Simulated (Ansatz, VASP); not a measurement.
# La2O3: VASP beside Ansatz, part 3 of 3

Wanted: the spread between two codes on one cell, functional and k mesh. The cell is taken from a series of runs on this material, whose earlier steps may have relaxed, scaled, displaced or heated it; both programs get it as it stands.

VASP 6.6.1 and Ansatz 0.2.0.

So far: The starting structure; VASP: zone-centre phonons, LDA.

**3. Ansatz: zone-centre phonons, LDA**

Level of this step: Ansatz beside VASP: Kohn-Sham DFT, plane waves, LDA (Ansatz).

Ansatz runs on its PAW soft_1 files.

The same cell, functional (in two slightly different forms) and mesh now go to Ansatz, which takes its cutoff from its data sets.

Contents of input.yaml:

```yaml
crystal:
  lattice:
    - [3.8601298304, 0.0, 0.0]
    - [-1.9300649152, 3.342970495, 0.0]
    - [0.0, 0.0, 5.7809058221]
  atoms:
    - { symbol: O, position: [0.6666666667, 0.3333333333, 0.3505900452] }
    - { symbol: O, position: [0.3333333333, 0.6666666667, 0.6494099548] }
    - { symbol: O, position: [0.0, 0.0, 0.0] }
    - { symbol: La, position: [0.6666666667, 0.3333333333, 0.7597137061] }
    - { symbol: La, position: [0.3333333333, 0.6666666667, 0.2402862939] }
kpoints:
  mp_grid: { grid: [9, 9, 4] }
hamiltonian:
  xc: lda
  pseudopotentials: { kind: paw, azcp: { folder: soft_1 }, xc_functional: pbe }
scf:
  occupations: { method: fixed }
output:
  eigenvalues: true
phonons:
  method: dfpt
  dielectric: true
  rigid_motions: translations
```

Started as:

```bash
> ansatz run input.yaml --threads 4 --pin off --max-ram 16384MiB --backend cpu --events-out ev --progress --plain --runs-dir out
```

Numbers of over 12 decimals in the logs are rounded to 6 here.

What it wrote:

```text
Engine: ansatz 0.2.0, aarch64-unknown-linux-gnu
Pseudopotentials: kind: paw
Pseudopotential: O, paw, valence charge 6, recommended cutoff 420 eV (normal), soft_1/O.paw.azcp
Pseudopotential: La, paw, valence charge 11, recommended cutoff 420 eV (normal), soft_1/La.paw.azcp
Functional definition: SPW92
  exchange = slater_x
  correlation = pw_c
Crystal: 5 atoms, lattice volume = 74.599 Å³
Basis set: ecut = 420 eV, 1495 PW (Γ), exchange–correlation on 54×54×80 points (8 copies of the dense FFT grid, shifted against one another)
Bands: 25, of which v1, the nominal top of the filled ones, is band 20 counted from 1 (19 counted from 0)
Symmetry: 12 space group operations
k-points: 95 of 324 (irreducible under 2 space group operations, time reversal used)
Non-local potential: O, projectors of the file, l = 0: 2, l = 1: 2, l = 2: 1
Non-local potential: La, projectors of the file, l = 0: 3, l = 1: 2, l = 2: 2, l = 3: 3
PAW form: soft (Blöchl's): semilocal exchange-correlation on the pseudo side does not see the compensation charge
PAW frozen core: O, regenerated for the run's functional, and the local potential with it (the file was generated under x = pbe(κ = 0.804, μ = 0.219515), c = pbe(β = 0.066725))
PAW frozen core: La, regenerated for the run's functional, and the local potential with it (the file was generated under x = pbe(κ = 0.804, μ = 0.219515), c = pbe(β = 0.066725))
PAW one-centre angular grid: O, 110 points (default); XC on 64 Gauss nodes
PAW one-centre angular grid: La, 590 points (default); XC on 64 Gauss nodes
Initial density: superposition of atomic densities (chi_scale 0.1, normalization cell, long waves kept (reshape's long-wave potential 0.02 eV rms))
Initial wavefunctions: pseudopotential atomic-orbital guess
Functional: x = slater, c = lda
SCF iter   1: F=—  HF=-13828.957866 eV  |F-HF|=—  |Δ(HF+E_count)|=         —  Δρ=6.82e-2  dr2=3.31e0  ethr=3.10e-3  ⟨swp⟩=3.9  Hψ=9438  notcnv=0  defer=181
preconditioner: auto → Resta (q_TF=auto, 2.459 Å⁻¹)  ε∞=5.8  [insulator: Δε(μ)=3.041 eV  Ē_g=11.765 eV  n_scr=22 (ndim 8)  ℏωp=25.8 eV  f_vac=0.000  ε∞_Penn≈5.8]
SCF iter   2: F=—  HF=-13828.412812 eV  |F-HF|=—  |Δ(HF+E_count)|=   5.45e-1  Δρ=3.08e-2  dr2=8.84e-1  ethr=3.10e-3  ⟨swp⟩=4.7  Hψ=5935  notcnv=0  defer=189
SCF iter   3: F=—  HF=-13828.306875 eV  |F-HF|=—  |Δ(HF+E_count)|=   1.06e-1  Δρ=1.57e-2  dr2=2.55e-1  ethr=2.21e-3  ⟨swp⟩=2.1  Hψ=3502  notcnv=0  defer=250
SCF iter   4: F=—  HF=-13828.264593 eV  |F-HF|=—  |Δ(HF+E_count)|=   4.23e-2  Δρ=4.87e-3  dr2=2.86e-2  ethr=6.38e-4  ⟨swp⟩=4.4  Hψ=4862  notcnv=0  defer=271
SCF iter   5: F=—  HF=-13828.260186 eV  |F-HF|=—  |Δ(HF+E_count)|=   4.41e-3  Δρ=2.79e-3  dr2=5.67e-3  ethr=7.15e-5  ⟨swp⟩=4.7  Hψ=4675  notcnv=0  defer=283
SCF iter   6: F=—  HF=-13828.259518 eV  |F-HF|=—  |Δ(HF+E_count)|=   6.67e-4  Δρ=1.02e-3  dr2=7.88e-4  ethr=1.42e-5  ⟨swp⟩=2.8  Hψ=3887  notcnv=0  defer=284
SCF iter   7: F=—  HF=-13828.259603 eV  |F-HF|=—  |Δ(HF+E_count)|=   8.48e-5  Δρ=1.98e-4  dr2=3.32e-5  ethr=1.97e-6  ⟨swp⟩=2.4  Hψ=3660  notcnv=0  defer=283
SCF iter   8: F=—  HF=-13828.259613 eV  |F-HF|=—  |Δ(HF+E_count)|=   9.34e-6  Δρ=2.93e-5  dr2=8.10e-7  ethr=8.29e-8  ⟨swp⟩=2.2  Hψ=3352  notcnv=0  defer=280
SCF iter   9: F=—  HF=-13828.259612 eV  |F-HF|=—  |Δ(HF+E_count)|=   3.91e-7  Δρ=4.43e-6  dr2=1.39e-8  ethr=2.02e-9  ⟨swp⟩=2.2  Hψ=4109  notcnv=0  defer=271
SCF iter  10: F=—  HF=-13828.259612 eV  |F-HF|=—  |Δ(HF+E_count)|=   1.05e-9  Δρ=7.05e-7  dr2=3.84e-10  ethr=3.47e-11  ⟨swp⟩=2.6  Hψ=4097  notcnv=0  defer=271
SCF iter  11: F=-13828.259612 eV  HF=-13828.259612 eV  |F-HF|=1.64e-11  |Δ(HF+E_count)|=  6.18e-11  Δρ=2.18e-7  dr2=2.80e-11  ethr=1.00e-12  ⟨swp⟩=18.4  Hψ=19514  notcnv=0
SCF 1 converged in 11 iterations: F = -13828.259612 eV  dr2 = 2.80e-11
  greatest PAW one-centre occupation: 0.972 electrons in one spin orbital (limit 2), on the La atom at site 4 (counted from 0), in its partial waves of l = 0
NSCF: frozen V_eff on 4 k-points
DFPT response loops at Γ: preconditioner auto → Resta (q_TF=auto, 2.459 Å⁻¹)  ε∞=4.0 (no band partly filled); β = 1.00, the filter's whole step (`scf.mixing.beta` (0.50) is not read by the response loops at its default; to damp them type it under 1.00, their step now; it binds the ground state too); Broyden in place of MSR1
── the response to a field inside a basis, on 10×10×4 k-points: an SCF that follows is theirs, and a resumed run solves both again ──
Bands: 21, of which v1, the nominal top of the filled ones, is band 20 counted from 1 (19 counted from 0)
k-points: 110 of 400 (irreducible under 4 space group operations)
Initial density: handed on by an earlier stage of this run
Initial wavefunctions: pseudopotential atomic-orbital guess (no wavefunctions were taken with the density)
Eigensolver: Dense (110 Hₖ)
SCF iter   1: F=—  HF=-13828.253718 eV  |F-HF|=—  |Δ(HF+E_count)|=         —  Δρ=3.80e-4  dr2=2.16e-5  ethr=1.00e-1
preconditioner: auto → Resta (q_TF=auto, 2.459 Å⁻¹)  ε∞=5.7  [insulator: Δε(μ)=3.826 eV  Ē_g=11.910 eV  n_scr=22 (ndim 8)  ℏωp=25.8 eV  f_vac=0.016  ε∞_Penn≈5.7]
SCF iter   2: F=—  HF=-13828.253711 eV  |F-HF|=—  |Δ(HF+E_count)|=   6.44e-6  Δρ=1.58e-4  dr2=8.01e-6  ethr=5.41e-8
SCF iter   3: F=—  HF=-13828.253710 eV  |F-HF|=—  |Δ(HF+E_count)|=   1.63e-6  Δρ=8.25e-5  dr2=9.31e-7  ethr=2.00e-8
SCF iter   4: F=-13828.253710 eV  HF=-13828.253710 eV  |F-HF|=2.36e-8  |Δ(HF+E_count)|=   3.17e-7  Δρ=6.99e-6  dr2=2.96e-8  ethr=2.33e-9
SCF 1 converged in 4 iterations: F = -13828.253710 eV  dr2 = 2.96e-8
DFPT response loops at Γ: mixed as the last ones told, above
SCF converged after 11 iterations
Free energy (F): -13828.259612 eV
Harris-Foulkes:  -13828.259612 eV  (|F-HF|=1.64e-11)
Internal energy: -13828.259612 eV  (E = F + TS)
E sigma→0 (E₀):  -13828.259612 eV
Fermi energy:    10.583420 eV
--- Per-component energies (eV) ---
  E_band       = 31.384654
  E_kinetic    = 887.005051
  E_local      = -1382.256921  (includes V_loc(G=0)·N_el)
  E_nonlocal   = 344.838812
  E_hartree    = 518.793591
  E_xc         = -501.182998
  E_vxc        = -569.289321  (∫ρ·V_xc dr)
  E_paw        = -10943.737499  (= ΣΔE_a)
  E_vpaw       = -286.502427  (= ΣTr[D̂ρ^β])
  E_aug_tail   = 0.002326  (compensation charges beyond the density's cutoff)
  E_ewald      = -2752.656390
  E_core_change = 0.934417  (= ΣΔE_core)
  E_smearing   = -0.000000  (= −TS)
  E_closure    = -0.000000  (closes the sum)
  Σ components = -13828.259612   (vs F -13828.259612, Δ=0.00e0)
--- Band table (eV; the first three rows and the last of 95) ---
  k-point 0: bands = [... 16 lower, 8.6394, 10.0504, 10.0504, 10.3275, 14.9931, 14.9931, 14.9987, 16.2222, ... 1 higher]
  k-point 1: bands = [... 16 lower, 9.1606, 9.9801, 10.1307, 10.1307, 15.1113, 15.1113, 15.1421, 16.0788, ... 1 higher]
  k-point 2: bands = [... 16 lower, 9.3835, 9.5893, 10.2252, 10.2252, 15.2262, 15.2262, 15.3850, 15.9217, ... 1 higher]
  k-point 94: bands = [... 16 lower, 9.7605, 9.7745, 10.2603, 10.5511, 15.2118, 15.3891, 15.5415, 16.0067, ... 1 higher]
--- Phonons (Γ-DFPT): 6 representative perturbations + reference, on 95 of 324 k-points (Σ response iterations 23) ---
  k mesh reduced under 2 symmetry operations, with k and −k counted as one. Each operation leaves every solved perturbation unchanged. A smaller set is not considered because the run solves the response to a homogeneous field
  ASR residual: 2.658e-4 → 0.000e0 eV/Å²; symmetrization residual: 1.678e-6 eV/Å²
  ASR residual per site (eV/Å²): 2.44e-5 2.44e-5 2.66e-4 9.21e-5 9.21e-5
  Γ frequencies (cm⁻¹): 0.00 0.00 0.00 115.10 115.10 212.38 230.55 239.67 239.67 397.33 397.33 407.23 425.51 425.51 461.79
  ε∞ (high-frequency dielectric tensor):
        4.990507     0.000000     0.000000
        0.000000     4.990507     0.000000
        0.000000     0.000000     4.985848
  ε⁰ (static dielectric tensor: ions relaxed, cell fixed):
       20.816056    -0.000000     0.000000
       -0.000000    20.816056    -0.000000
        0.000000    -0.000000    22.301826
  ε⁰ − ε∞ (ionic part):
       15.825549    -0.000000     0.000000
       -0.000000    15.825549    -0.000000
        0.000000    -0.000000    17.315979
  softest optical mode at Γ: 115.10 cm⁻¹; the repairs (sum rule, projections) moved no ω² at Γ by more than (2.22 cm⁻¹)²
  Born effective charges Z* (e; rows j = field, columns β = displacement):
    site 0:
        -2.85644    0.00000   -0.00000
         0.00000   -2.85644   -0.00000
        -0.00000   -0.00000   -2.65618
    site 1:
        -2.85644    0.00000   -0.00000
         0.00000   -2.85644   -0.00000
        -0.00000   -0.00000   -2.65618
    site 2:
        -2.82009   -0.00000   -0.00000
         0.00000   -2.82009   -0.00000
        -0.00000   -0.00000   -2.53252
    site 3:
         4.26649   -0.00000    0.00000
        -0.00000    4.26649    0.00000
         0.00000    0.00000    3.92244
    site 4:
         4.26649   -0.00000    0.00000
        -0.00000    4.26649    0.00000
         0.00000    0.00000    3.92244
  Z* charge neutrality: 1.567e-3 e pre-enforcement
  solved inside a basis spanned on kpoints, on 10×10×4 k-points, its susceptibility summed on 12×12×8: ε∞ is read to err by 1.3e-2, Z* by 1.4e-2 e (field_mesh: kpoints solves on kpoints); Z* is corrected for what the basis lacks
  optical modes at Γ without the LO–TO term, one row a degenerate level:
      ω (cm⁻¹)  modes    IR ((D/Å)²/amu)
[...]
optical modes at Γ + LO–TO along q̂ = [1.0000, 0.0000, 0.0000]:
      ω (cm⁻¹)  modes    IR ((D/Å)²/amu)
[...]
optical modes at Γ + LO–TO along q̂ = [0.0000, 1.0000, 0.0000]:
      ω (cm⁻¹)  modes    IR ((D/Å)²/amu)
[...]
optical modes at Γ + LO–TO along q̂ = [0.0000, 0.0000, 1.0000]:
      ω (cm⁻¹)  modes    IR ((D/Å)²/amu)
        115.10      2             0.0000
        212.38      1             0.0000
        239.67      2            53.0068
        397.33      2            29.0859
        407.23      1             0.0000
        417.07      1             7.0435
        425.51      2             0.0000
        539.89      1            27.6634
```

Reading the cycles: dr2 is the Hartree energy of the density residual (eV), the measure of convergence; HF is the Harris–Foulkes estimate of the energy, which meets the free energy F at convergence.

**4. Side by side**

Known differences besides the potentials themselves: the two LDA forms differ slightly; fixed occupations in Ansatz, narrow Gaussian smearing in VASP; VASP's response is taken on the typed mesh, Ansatz refines its own for the field response alone; the cutoff is 420 eV in Ansatz and 600 eV in VASP; VASP's log shows a relativistic correction to its local exchange, Ansatz's none. Total energies have different zeros and are not compared.

Compared:

| quantity | Ansatz | VASP | difference |
| --- | --- | --- | --- |
| ε∞ xx | 4.99 | 4.99 | +0.02 % |
| ε∞ yy | 4.99 | 4.99 | +0.02 % |
| ε∞ zz | 4.99 | 4.99 | -0.06 % |
| Born charge of O1 (mean of the diagonal) (e) | -2.79 | -2.80 | +0.01 |
| Born charge of La4 (mean of the diagonal) (e) | 4.15 | 4.16 | -0.01 |
| optical mode 1 to 2 (cm⁻¹) | 115.1 | 115.3 | -0.18 % |
| optical mode 3 (cm⁻¹) | 212.4 | 212.6 | -0.12 % |
| optical mode 4 (cm⁻¹) | 230.6 | 230.7 | -0.06 % |
| optical mode 5 to 6 (cm⁻¹) | 239.7 | 239.6 | +0.03 % |
| optical mode 7 to 8 (cm⁻¹) | 397.3 | 397.0 | +0.08 % |
| optical mode 9 (cm⁻¹) | 407.2 | 407.0 | +0.06 % |
| optical mode 10 to 11 (cm⁻¹) | 425.5 | 425.0 | +0.11 % |
| optical mode 12 (cm⁻¹) | 461.8 | 462.0 | -0.05 % |

Modes are paired by rising frequency, not by their patterns, so a pair may set unlike modes beside each other; they are those without the splitting of longitudinal modes.

**5. Summary of results**

| Item | Value |
| --- | --- |
| r.m.s. difference of the optical zone-centre modes, each program's sorted by frequency (zone-centre phonons, LDA) | 0.28 cm⁻¹ |

The r.m.s. difference of the optical zone-centre modes, each program's sorted by frequency is 0.28 cm⁻¹ (zone-centre phonons, LDA). How closely two codes agree says nothing of how well the functional describes the real material.

[Lines on the potential files, build, host, timing and source positions are cut from VASP's logs without a mark.]

[Logs are printed without paths, hosts, clocks, repeated set-up lines and the standing remarks that a program may print on its own settings, such as how far it seeks lower states.]

[Hosts, paths, dates, database ids (printed as entryN), source tags and the programs' standing remarks are cut or masked in the printed files.]
